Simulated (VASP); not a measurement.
# AgB2 (P6/mmm) in VASP: a series of runs

One crystal, AgB2, is run at these levels: r2SCAN; tasks: single point.

All numbers are computed with VASP 6.6.1; they aren't measurements. Logs are shortened: lines on timing, memory, paths and dates and some standing lists are left out, and cuts for length are marked.

### 1 The structure

It takes space group P6/mmm (No. 191, hexagonal). Conventional cell: a = 3.000 Å, b = 3.000 Å, c = 3.240 Å, α = 90.00°, β = 90.00°, γ = 120.00°. Around Ag (site symmetry 6/mmm) lie 12 B at 2.37 Å. Around B (site symmetry -6m2) lie 3 B at 1.73 Å.

### 2 Single point, r2SCAN

INCAR

```
SYSTEM = AgB2
PREC = Accurate
ENCUT = 280
EDIFF = 1E-6
ISMEAR = 0
SIGMA = 0.05
LREAL = .False.
LASPH = .True.
NELM = 100
ALGO = Normal
ISIF = 2
LWAVE = .False.
LCHARG = .False.
METAGGA = R2SCAN
LMIXTAU = .True.
ADDGRID = .False.
```

KPOINTS

```
regular mesh
0
Gamma
  2 2 2
  0 0 0
```

POSCAR

```
AgB2
1.0
    3.0000000000      0.0000000000      0.0000000000
   -1.5000000000      2.5980762114      0.0000000000
    0.0000000000      0.0000000000      3.2400000000
Ag B
1 2
Direct
    0.0172000000      0.0014340000     -0.0107780000
    0.6537670000      0.3220700000      0.4709270000
    0.3421410000      0.7037590000      0.5156140000
```

Potentials or basis: VASP PAW PBE potentials, release 64 (Ag, B).

On the command line:

```sh
> cat potpaw_PBE.64/Ag/POTCAR potpaw_PBE.64/B/POTCAR > POTCAR
> mpirun -np 1 vasp_std > vasp.out
```

OUTCAR:

```text
SYSTEM = AgB2
   PREC = Accurate
   ENCUT = 280
   EDIFF = 1E-6
   ISMEAR = 0
   LREAL = .False.
   LASPH = .True.
   NELM = 100
   ISIF = 2
   METAGGA = R2SCAN

 Found      8 irreducible k-points:

 Following reciprocal coordinates:
            Coordinates               Weight
  0.000000  0.000000  0.000000      1.000000
  0.500000 -0.000000  0.000000      1.000000
  0.000000  0.500000  0.000000      1.000000
  0.500000  0.500000  0.000000      1.000000
  0.000000  0.000000  0.500000      1.000000
  0.500000 -0.000000  0.500000      1.000000
   k-points           NKPTS =      8   k-points in BZ     NKDIM =      8   number of bands    NBANDS=     12
   number of dos      NEDOS =    301   number of ions     NIONS =      3
   total plane-waves  NPLWV =   4608
   dimension x,y,z NGX =    16 NGY =   16 NGZ =   18
   dimension x,y,z NGXF=    32 NGYF=   32 NGZF=   36
   ions per type =               1   2
   NGX,Y,Z   is equivalent  to a cutoff of   8.87,  8.87,  9.24 a.u.
   NGXF,Y,Z  is equivalent  to a cutoff of  17.73, 17.73, 18.47 a.u.
 SYSTEM =  AgB2
   PREC   = accura    normal or accurate (medium, high low for compatibility)
   ISTART =      0    job   : 0-new  1-cont  2-samecut
   ICHARG =      2    charge: 1-file 2-atom 10-const
   ISPIN  =      1    spin polarized calculation?
   LNONCOLLINEAR =      F non collinear calculations
   LSORBIT =      F    spin-orbit coupling
   LASPH  =      T    aspherical Exc in radial PAW
   ENCUT  =  280.0 eV  20.58 Ry    4.54 a.u.   4.09  4.09  4.42*2*pi/ulx,y,z
   NELM   =    100;   NELMIN=  2; NELMDL= -5     # of ELM steps
   EDIFF  = 0.1E-05   stopping-criterion for ELM
   LREAL  =      F    real-space projection
   EDIFFG = 0.1E-04   stopping-criterion for IOM
   NSW    =      0    number of steps for IOM
   IBRION =     -1    ionic relax: 0-MD 1-quasi-New 2-CG
   NFREE  =      0    steps in history (QN), initial steepest desc. (CG)
   ISIF   =      2    stress and relaxation
   ISYM   =      2    0-nonsym 1-usesym 2-fastsym
   POTIM  = 0.5000    time-step for ionic-motion
   TEBEG  =    0.0;   TEEND  =   0.0 temperature during run
   PSTRESS=    0.0 pullay stress
   NELECT =      17.0000    total number of electrons
   NUPDOWN=      -1.0000    fix difference up-down
   EMIN   =  10.00;   EMAX   =-10.00  energy-range for DOS
   EFERMI =   0.00;   METHOD = LEGACY
   ISMEAR =     0;   SIGMA  =   0.05  broadening in eV -4-tet -1-fermi 0-gaus
   EFERMI_NEDOS =   21; number of points for ismear=-14 and -15
   IALGO  =     38    algorithm
   IMIX   =      4    mixing-type and parameters
     AMIX     =   0.40;   BMIX     =  1.00
     AMIX_MAG =   1.60;   BMIX_MAG =  1.00
  volume/ion in A,a.u.               =       8.42        56.81
  Fermi-wavevector in a.u.,A,eV,Ry     =   1.434779  2.711340 28.008838  2.058591
  Thomas-Fermi vector in A             =   2.554150
   LORBIT       =      0    0 simple, 1 ext, 2 COOP (PROOUT), +10 PAW based schemes
   METAGGA = R2SCAN    functional components
   LHFCALC =     F    Hartree Fock is set to
   AEXX    =    0.0000 exact exchange contribution
   IVDW    =     0    specifies the selected vdW correction
   LEPSILON=     F    determine dielectric tensor
   LRPA    =     F    only Hartree local field effects (RPA)
 non-spin polarized calculation
 Gauss-broadening in eV      SIGMA  =   0.05
  energy-cutoff  :      280.00
  volume of cell :       25.25
 maximum number of plane-waves:       280
   NGX =  9   NGY =  9   NGZ =  9

 number of electron      17.0000003 magnetization

 Free energy of the ion-electron system (eV)
  ---------------------------------------------------
  ext. energy  EPLUGINS =         0.00000000
  ---------------------------------------------------
  free energy    TOTEN  =       -32.06713970 eV

  energy without entropy =      -32.06151801  energy(sigma->0) =      -32.06432886

 E-fermi :  11.4616     XC(G=0): -14.2268

 val. band max:       11.4199542152   @ k =   0.0000   0.0000   0.5000
 cond. band min:      11.4909289819   @ k =   0.0000   0.5000   0.5000
 fundamental gap:      0.0709747667
 Fermi energy:        11.4615819353

 k-point     1 :       0.0000    0.0000    0.0000
  band No.  band energies     occupation
      1      -4.4653      2.00000
      2       3.3851      2.00000
      3       3.8115      2.00000
      4       3.9902      2.00000
      5       5.4059      2.00000
      6       5.5834      2.00000
      7       7.4522      2.00000
      8      11.0587      2.00000
      9      12.7192      0.00000
     10      15.5384      0.00000
     11      16.4610      0.00000
     12      17.4955      0.00000

 k-point     2 :       0.5000   -0.0000    0.0000
  band No.  band energies     occupation
      1      -0.2316      2.00000
      2       0.2002      2.00000
      3       2.9695      2.00000
      4       3.4155      2.00000
      5       5.2107      2.00000
      6       6.0990      2.00000
      7       7.1111      2.00000
      8       7.3337      2.00000
      9      14.0551      0.00000
     10      15.2328      0.00000
     11      17.1652      0.00000
     12      17.6120      0.00000

 k-point     3 :       0.0000    0.5000    0.0000
  band No.  band energies     occupation
      1      -0.6361      2.00000
      2       0.4320      2.00000
      3       3.2145      2.00000
      4       3.4732      2.00000
      5       5.0878      2.00000
      6       6.0858      2.00000
      7       7.3179      2.00000
      8       7.5168      2.00000
      9      12.9602      0.00000
     10      15.7192      0.00000
     11      17.4715      0.00000
     12      17.6412      0.00000

 k-point     4 :       0.5000    0.5000    0.0000
  band No.  band energies     occupation
      1      -0.2302      2.00000
      2       0.2149      2.00000
      3       2.9580      2.00000
      4       3.4335      2.00000
      5       5.2292      2.00000
      6       6.0911      2.00000
      7       7.0303      2.00000
      8       7.3340      2.00000
      9      14.0686      0.00000
     10      15.2051      0.00000
     11      17.2441      0.00000
     12      17.6480      0.00000

 k-point     5 :       0.0000    0.0000    0.5000
  band No.  band energies     occupation
      1      -2.3159      2.00000
      2       0.7461      2.00000
      3       4.4386      2.00000
      4       4.5461      2.00000
      5       4.6549      2.00000
      6       4.8761      2.00000
      7       5.7566      2.00000
      8       9.6025      2.00000
      9      11.4200      1.76097
     10      18.0021      0.00000
     11      19.0576      0.00000
     12      20.6021      0.00000

 k-point     6 :       0.5000   -0.0000    0.5000
  band No.  band energies     occupation
      1      -0.9405      2.00000
      2       2.3598      2.00000
      3       2.7593      2.00000
      4       3.2291      2.00000
      5       5.9257      2.00000
      6       6.0061      2.00000
      7       6.1988      2.00000
      8       9.2448      2.00000
      9      10.9428      2.00000
     10      11.9915      0.00000
     11      16.1156      0.00000
     12      20.4362      0.00000

 [... further k-points ...]
[... 5 lines left out ...]
  --------------------------------------------------------------------------------------
  -------------------------------------------------------------------------------------
  Total        4.8243063     12.2612501      9.8525131     -0.0345272     -0.4459284     -0.0814899
  in kB      306.0746104    777.9061112    625.0855389     -2.1905555    -28.2916023     -5.1700674
  external PRESSURE =     569.6887535 kB  Pullay stress =       0.0000000 kB

 VOLUME and BASIS-vectors are now :
 -----------------------------------------------------------------------------
  energy-cutoff  :      280.00
  volume of cell :       25.25
      direct lattice vectors                 reciprocal lattice vectors
     3.000000000  0.000000000  0.000000000     0.333333333  0.192450090  0.000000000
    -1.500000000  2.598076211  0.000000000     0.000000000  0.384900179  0.000000000
     0.000000000  0.000000000  3.240000000     0.000000000  0.000000000  0.308641975

 POSITION                                       TOTAL-FORCE (eV/Angst)
 -----------------------------------------------------------------------------------
      0.04945      0.00373      3.20508        -0.541183     -0.067983      0.252492
      1.47820      0.83676      1.52580         0.233407      0.412065      1.276678
     -0.02922      1.82842      1.67059         0.307776     -0.344082     -1.529171
 -----------------------------------------------------------------------------------
    total drift:                                0.000741     -0.000016     -0.000818

  FREE ENERGIE OF THE ION-ELECTRON SYSTEM (eV)
  ---------------------------------------------------
  free  energy   TOTEN  =       -32.0671397035 eV

  energy  without entropy=      -32.0615180147  energy(sigma->0) =      -32.06432886
```

It took 7.4 s on 1 thread of Intel Xeon 6975P-C (Granite Rapids), shared host; peak memory 0.11 GiB.

The run converged, but a check on its numbers failed (symmetry, net force, bounds or a known fault of this set-up), so they aren't taken as properties of the crystal.

Caveat: the k mesh is coarse (spacing up to 1.21 Å⁻¹), so the values aren't converged; the cutoff lies under the usual one of these potentials, so the numbers hold a large basis-set error; the PAW data sets were made with another functional, which shifts forces and pressure a little.

### 3 Single point, r2SCAN

Edit INCAR of step 2 so:

```diff
@@ -2,3 +2,3 @@
 PREC = Accurate
-ENCUT = 280
+ENCUT = 340
 EDIFF = 1E-6
```

KPOINTS is that of step 2.

POSCAR

```
AgB2
1.0
    3.0000000000      0.0000000000      0.0000000000
   -1.5000000000      2.5980762114      0.0000000000
    0.0000000000      0.0000000000      3.2400000000
Ag B
1 2
Direct
    0.0000000000      0.0000000000      0.0000000000
    0.6666666667      0.3333333333      0.5000000000
    0.3333333333      0.6666666667      0.5000000000
```

Potentials or basis: VASP PAW PBE potentials, release 64 (Ag, B).

On the command line:

```sh
> cat potpaw_PBE.64/Ag/POTCAR potpaw_PBE.64/B/POTCAR > POTCAR
> mpirun -np 1 vasp_std > vasp.out
```

Wall time 9.9 s (1 thread of Intel Xeon 6975P-C (Granite Rapids), shared host); peak memory 0.12 GiB.

The run converged, but some of its settings lie outside the range that counts as converged, so its numbers aren't taken as properties of the crystal.

Results:

```yaml
Free_energy: -32.2182 eV
Band_gap_on_the_k_mesh: none (metal or under the smearing width)
```

Caveat: the k mesh is coarse (spacing up to 1.21 Å⁻¹), so the values aren't converged; the cutoff is under 1.25 times the usual one of these potentials, so pressure, stress and relaxed cells hold a basis-set (Pulay) error; a pressure of tens of GPa on the cell as given is suspect, and the run, the potentials or the cell itself is likely at fault; the PAW data sets were made with another functional, which shifts forces and pressure a little.

[end of part 1 of 2]
